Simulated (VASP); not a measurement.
Given:

```
CELL_PARAMETERS angstrom
     -1.56396     1.56396     1.56396
      1.56396    -1.56396     1.56396
      1.56396     1.56396    -1.56396
ATOMIC_POSITIONS crystal
  Mo 0.00000 0.00000 0.00000
```

These are AM05 GGA, VASP's PBE PAW potentials (set 64) (plane waves; VASP) values and carry that method's errors. Numerical set-up: 520 eV cut-off, 18×18×18 Γ-centred mesh, tetrahedra with Blöchl corrections, potentials Mo_sv.

Question: Predict the energy per atom (σ→0), band gap (on the k-mesh) with the smallest direct gap where there is one.

Answer: 
```yaml
band gap (on the k-mesh): none (metal, semimetal or under 0.01 eV)
energy per atom (σ→0): -11.532 eV/atom
```

The compound is Mo in the bcc structure. It was relaxed first.
